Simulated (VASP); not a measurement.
Output of a VASP run:

File OUTCAR:
```
 ion  position               nearest neighbor table
   1  0.855  0.855  0.855-   9 1.93   7 1.93   8 1.93  10 2.08   6 2.08   5 2.08   4 2.85
   2  0.355  0.355  0.355-  10 1.93   5 1.93   6 1.93   9 2.08   8 2.08   7 2.08   3 2.85
   3  0.145  0.145  0.145-   6 1.93   5 1.93  10 1.93   8 2.08   9 2.08   7 2.08   2 2.85
   4  0.645  0.645  0.645-   8 1.93   7 1.93   9 1.93   6 2.08  10 2.08   5 2.08   1 2.85
   5  0.447  0.053  0.750-   2 1.93   3 1.93   1 2.08   4 2.08
   6  0.053  0.750  0.447-   3 1.93   2 1.93   4 2.08   1 2.08
   7  0.553  0.947  0.250-   1 1.93   4 1.93   3 2.08   2 2.08
   8  0.250  0.553  0.947-   4 1.93   1 1.93   3 2.08   2 2.08
   9  0.947  0.250  0.553-   1 1.93   4 1.93   2 2.08   3 2.08
  10  0.750  0.447  0.053-   2 1.93   3 1.93   1 2.08   4 2.08
  LATTYP: Found a trigonal (rhomboedric) cell.
 ALAT       =     5.3441140225
 COS(alpha) =     0.5619048881
 Subroutine PRICEL returns:
 Original cell was already a primitive cell.
 Subroutine GETGRP returns: Found 12 space group operations
The static configuration has the point symmetry S_6 .
 The point group associated with its full space group is D_3d.
The dynamic configuration has the point symmetry S_6 .
 Subroutine INISYM returns: Found 12 space group operations
 Subroutine IBZKPT returns following result:
 Found     19 irreducible k-points:

 Following reciprocal coordinates:
            Coordinates               Weight
  0.000000  0.000000  0.000000      1.000000
  0.200000  0.000000  0.000000      6.000000
  0.400000 -0.000000 -0.000000      6.000000
  0.200000  0.200000  0.000000      6.000000
  0.400000  0.200000 -0.000000     12.000000
 -0.400000  0.200000  0.000000     12.000000
 -0.200000  0.200000  0.000000      6.000000
  0.400000  0.400000 -0.000000      6.000000
 -0.400000  0.400000  0.000000      6.000000
  0.200000  0.200000  0.200000      2.000000
  0.400000  0.200000  0.200000      6.000000
 -0.400000  0.200000  0.200000      6.000000
 -0.200000  0.200000  0.200000      6.000000
  0.400000  0.400000  0.200000      6.000000
 -0.400000  0.400000  0.200000     12.000000
 -0.200000  0.400000  0.200000     12.000000
 -0.400000 -0.400000  0.200000      6.000000
  0.400000  0.400000  0.400000      2.000000
 -0.400000  0.400000  0.400000      6.000000
   k-points           NKPTS =     19   k-points in BZ     NKDIM =     19   number of bands    NBANDS=     52
   number of dos      NEDOS =    301   number of ions     NIONS =     10
   total plane-waves  NPLWV =  64000
   dimension x,y,z NGX =    40 NGY =   40 NGZ =   40
   dimension x,y,z NGXF=    80 NGYF=   80 NGZF=   80
   ions per type =               4   6
   PREC   = accura    normal or accurate (medium, high low for compatibility)
   ISTART =      0    job   : 0-new  1-cont  2-samecut
   ICHARG =      2    charge: 1-file 2-atom 10-const
   ISPIN  =      1    spin polarized calculation?
   LNONCOLLINEAR =      F non collinear calculations
   LSORBIT =      F    spin-orbit coupling
   INIWAV =      1    electr: 0-lowe 1-rand  2-diag
   ENCUT  =  520.0 eV  38.22 Ry    6.18 a.u.   9.94  9.94  9.94*2*pi/ulx,y,z
   NELM   =    100;   NELMIN=  2; NELMDL= -5     # of ELM steps
   EDIFF  = 0.1E-05   stopping-criterion for ELM
   LREAL  =      F    real-space projection
   NLSPLINE    = F    spline interpolate recip. space projectors
   LMAXMIX     =    4 max onsite mixed and CHGCAR
   VOSKOWN=      0    Vosko Wilk Nusair interpolation
   EDIFFG = -.2E-01   stopping-criterion for IOM
   NSW    =     60    number of steps for IOM
   NBLOCK =      1;   KBLOCK =     60    inner block; outer block
   IBRION =      2    ionic relax: 0-MD 1-quasi-New 2-CG
   NFREE  =      1    steps in history (QN), initial steepest desc. (CG)
   ISIF   =      3    stress and relaxation
   ISYM   =      2    0-nonsym 1-usesym 2-fastsym
   TEIN   =    0.0    initial temperature
   TEBEG  =    0.0;   TEEND  =   0.0 temperature during run
   SMASS  =  -3.00    Nose mass-parameter (am)
   PSTRESS=    0.0 pullay stress
   NELECT =      88.0000    total number of electrons
   EFERMI =   0.00;   METHOD = LEGACY
   ISMEAR =     0;   SIGMA  =   0.05  broadening in eV -4-tet -1-fermi 0-gaus
   IALGO  =     38    algorithm
...
```

**OSZICAR**
```
...
DAV:   8    -0.111576414457E+03   -0.10587E+02   -0.39970E+00  2968   0.211E+01    0.197E+00
DAV:   9    -0.102108251278E+03    0.94682E+01   -0.15929E+00  2368   0.132E+01    0.662E-01
DAV:  10    -0.102017838549E+03    0.90413E-01   -0.41101E-01  2308   0.455E+00    0.430E-01
DAV:  11    -0.101986194981E+03    0.31644E-01   -0.21612E-01  2196   0.328E+00    0.241E-01
DAV:  12    -0.102086673845E+03   -0.10048E+00   -0.15052E-02  2740   0.807E-01    0.245E-01
DAV:  13    -0.102307480532E+03   -0.22081E+00   -0.13521E-01  2408   0.340E+00    0.868E-02
DAV:  14    -0.102327527711E+03   -0.20047E-01   -0.22323E-02  2344   0.109E+00    0.616E-02
DAV:  15    -0.102333678432E+03   -0.61507E-02   -0.18785E-03  2104   0.319E-01    0.456E-02
DAV:  16    -0.102333338538E+03    0.33989E-03   -0.41080E-04  2728   0.273E-01    0.241E-02
DAV:  17    -0.102333671789E+03   -0.33325E-03   -0.53231E-04  2096   0.173E-01    0.131E-02
DAV:  18    -0.102333826335E+03   -0.15455E-03   -0.73710E-05  2296   0.606E-02    0.892E-03
DAV:  19    -0.102333856688E+03   -0.30352E-04   -0.85075E-06  2336   0.377E-02    0.561E-03
DAV:  20    -0.102333863992E+03   -0.73050E-05   -0.71244E-06  2392   0.313E-02    0.296E-03
DAV:  21    -0.102333866670E+03   -0.26774E-05   -0.15871E-06  1364   0.191E-02    0.143E-03
DAV:  22    -0.102333870613E+03   -0.39427E-05   -0.17649E-06  1444   0.104E-02    0.997E-04
DAV:  23    -0.102333870454E+03    0.15873E-06   -0.54346E-07  1144   0.791E-03
   1 F= -.10233387E+03 E0= -.10233387E+03  d E =-.102334E+03
       N       E                     dE             d eps       ncg     rms          rms(c)
DAV:   1    -0.102357228566E+03   -0.23358E-01   -0.49599E-01  3016   0.788E+00    0.104E+00
DAV:   2    -0.102339425447E+03    0.17803E-01   -0.63975E-02  3000   0.242E+00    0.459E-01
DAV:   3    -0.102334607915E+03    0.48175E-02   -0.10237E-02  3176   0.139E+00    0.132E-01
DAV:   4    -0.102333793565E+03    0.81435E-03   -0.27475E-03  3240   0.481E-01    0.329E-02
DAV:   5    -0.102334226831E+03   -0.43327E-03   -0.90520E-04  2092   0.263E-01    0.121E-02
DAV:   6    -0.102334249815E+03   -0.22985E-04   -0.52159E-05  2336   0.600E-02    0.308E-03
DAV:   7    -0.102334257029E+03   -0.72135E-05   -0.16644E-05  2160   0.362E-02    0.250E-03
DAV:   8    -0.102334259130E+03   -0.21014E-05   -0.55941E-06  1776   0.169E-02    0.196E-03
DAV:   9    -0.102334260613E+03   -0.14825E-05   -0.96207E-07  1324   0.839E-03    0.405E-04
DAV:  10    -0.102334260559E+03    0.53815E-07   -0.18585E-07  1124   0.422E-03
   2 F= -.10233426E+03 E0= -.10233426E+03  d E =-.390105E-03
       N       E                     dE             d eps       ncg     rms          rms(c)
DAV:   1    -0.102338947961E+03   -0.46873E-02   -0.85313E-02  3024   0.330E+00    0.431E-01
DAV:   2    -0.102335759353E+03    0.31886E-02   -0.10917E-02  3008   0.991E-01    0.189E-01
DAV:   3    -0.102334859484E+03    0.89987E-03   -0.17371E-03  3176   0.574E-01    0.542E-02
DAV:   4    -0.102334722899E+03    0.13659E-03   -0.46221E-04  3212   0.196E-01    0.132E-02
DAV:   5    -0.102334790315E+03   -0.67416E-04   -0.15002E-04  2036   0.106E-01    0.500E-03
DAV:   6    -0.102334797253E+03   -0.69375E-05   -0.85398E-06  2020   0.246E-02    0.126E-03
DAV:   7    -0.102334800452E+03   -0.31994E-05   -0.26592E-06  1672   0.149E-02    0.953E-04
DAV:   8    -0.102334802674E+03   -0.22220E-05   -0.87551E-07  1336   0.724E-03    0.639E-04
DAV:   9    -0.102334802906E+03   -0.23244E-06   -0.19484E-07  1112   0.369E-03
   3 F= -.10233480E+03 E0= -.10233480E+03  d E =-.932452E-03
```

File OUTCAR:
```
------------------------ aborting loop because EDIFF is reached ----------------------------------------
  FORCE on cell =-STRESS in cart. coord.  units (eV):
  Direction    XX          YY          ZZ          XY          YZ          ZX
  --------------------------------------------------------------------------------------
  Total        0.0392129      0.1623313      0.1496346     -0.0000000      0.0000000     -0.0395373
  in kB        0.6470640      2.6786761      2.4691638     -0.0000000      0.0000000     -0.6524157
  external PRESSURE =       1.9316346 kB  Pullay stress =       0.0000000 kB
  volume of cell :       97.09
      direct lattice vectors                 reciprocal lattice vectors
     4.715152225 -2.498761278 -0.001035836     0.106021939 -0.200099147 -0.087291046
     4.715152225  2.498761278 -0.001035836     0.106021939  0.200099147 -0.087291046
     3.391857426  0.000000000  4.119681421     0.000053315  0.000000000  0.242693320
 POSITION                                       TOTAL-FORCE (eV/Angst)
 -----------------------------------------------------------------------------------
     10.96808      0.00000      3.52220        -0.014343     -0.000000     -0.004606
      4.55700      0.00000      1.46340        -0.014343     -0.000000     -0.004606
      1.85408      0.00000      0.59540         0.014343     -0.000000      0.004606
      8.26516      0.00000      2.65421         0.014343     -0.000000      0.004606
      4.90147     -0.98330      3.08924        -0.000000     -0.002911     -0.000000
      5.30275      1.74103      1.83966        -0.000771      0.001455      0.002400
      7.92069      0.98330      1.02837        -0.000000      0.002911     -0.000000
      6.99868      0.75773      3.89951        -0.000771     -0.001455      0.002400
      7.51941     -1.74103      2.27795         0.000771     -0.001455     -0.002400
      5.82348     -0.75773      0.21810         0.000771      0.001455     -0.002400
 -----------------------------------------------------------------------------------
    total drift:                               -0.000000      0.000000     -0.000000
  FREE ENERGIE OF THE ION-ELECTRON SYSTEM (eV)
  ---------------------------------------------------
  free  energy   TOTEN  =      -102.3348029064 eV

  energy  without entropy=     -102.3348029064  energy(sigma->0) =     -102.33480291

 reached required accuracy - stopping structural energy minimisation
```
(Selected blocks of OUTCAR.)

POSCAR:
```
Ga2O3
1
    4.7226744568    -2.5011798522    -0.0000868019
    4.7226744568     2.5011798522    -0.0000868019
    3.3980988300    -0.0000000000     4.1246189339
Ga O
4 6
Direct
  0.8554763738   0.8554763738   0.8554763738
  0.3554763738   0.3554763738   0.3554763738
  0.1445236262   0.1445236262   0.1445236262
  0.6445236262   0.6445236262   0.6445236262
  0.4466854799   0.0533145201   0.7500000000
  0.0533145201   0.7500000000   0.4466854799
  0.5533145201   0.9466854799   0.2500000000
  0.2500000000   0.5533145201   0.9466854799
  0.9466854799   0.2500000000   0.5533145201
  0.7500000000   0.4466854799   0.0533145201
```

Q: Write an INCAR and KPOINTS that could have produced this output.

A: Several could match; the one computed here: the input of the run itself, r2SCAN meta-GGA, plane waves, VASP's PBE PAW potentials (set 64).

**INCAR**
```
ALGO=Normal
EDIFF=1E-6
EDIFFG=-0.02
ENCUT=520
IBRION=2
ISIF=3
ISMEAR=0
LASPH=T
LCHARG=F
LMAXMIX=4
LMIXTAU=T
LREAL=F
LWAVE=F
METAGGA=R2SCAN
NELM=100
NSW=60
PREC=Accurate
SIGMA=0.05
SYSTEM=Ga2O3
```

KPOINTS:
```
Automatic
0
G
  5 5 5
0 0 0
```

POTCAR, in this order: Ga_d O (PBE.64 set). Program: vasp_std.

The compound is Ga2O3 in the corundum structure, the metastable α form; monoclinic β is stable. This run relaxes it. Symmetry was kept, so distortions that lower it aren't found. The start is the result of an earlier pass.
